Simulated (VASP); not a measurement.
A convergence study with VASP on BaO (rock salt): one setting is varied, all else stays as given below, so the limit is that of these other settings. Each run relaxes cell and ions from the cell shown. The basis is that of the starting cell, so low cut-offs carry a Pulay error.

```
CELL_PARAMETERS angstrom
      0.00000     2.77000     2.77000
      2.77000     0.00000     2.77000
      2.77000     2.77000     0.00000
ATOMIC_POSITIONS crystal
  Ba 0.00000 0.00000 0.00000
  O  0.50000 0.50000 0.50000
```

All values below come from PBE GGA, VASP's PBE PAW potentials (set 64) (plane waves; VASP 6.6.1). The tightest run used: 800 eV cut-off, 7×7×7 Γ-centred mesh, Gaussian smearing of 0.050 eV, potentials Ba_sv O.

Unless said otherwise, spin-orbit coupling is left out, though it shifts the bands of the heavy elements here. Gaps are read on the run's mesh, which can miss a band edge.

### Question
The settings run are ENCUT = 250; ENCUT = 300; ENCUT = 350; ENCUT = 400; ENCUT = 450; ENCUT = 500; ENCUT = 550; ENCUT = 600; ENCUT = 650; ENCUT = 700; ENCUT = 750; ENCUT = 800. From which on does the relaxed volume stay within 0.1 Å³/atom of the tightest run?

### Answer
From ENCUT = 500 on: it is off by 0.029 there and by no more than 0.1 in any finer run, while ENCUT = 450 is off by 0.222.
```tsv
setting	relaxed volume (Å³/atom)	E (eV/atom)	gap on the mesh (eV)	plane waves	difference judged (Å³/atom)
ENCUT = 250	17.528	-6.5176	1.336	388	4.591
ENCUT = 300	19.214	-6.0687	1.754	531	2.905
ENCUT = 350	20.511	-5.9284	2.015	644	1.608
ENCUT = 400	21.397	-5.9048	2.140	785	0.723
ENCUT = 450	21.897	-5.9031	2.206	941	0.222
ENCUT = 500	22.090	-5.9040	2.228	1087	0.029
ENCUT = 550	22.123	-5.9046	2.232	1267	0.004
ENCUT = 600	22.106	-5.9050	2.230	1430	0.013
ENCUT = 650	22.092	-5.9055	2.229	1639	0.027
ENCUT = 700	22.094	-5.9063	2.230	1808	0.025
ENCUT = 750	22.105	-5.9068	2.231	2004	0.014
ENCUT = 800	22.119	-5.9073	2.233	2197	0.000
```

Left out are rungs that failed or repeat a setting and relaxations that didn't move; long series are thinned to 24 rows.

The compound is BaO in the rock salt structure.
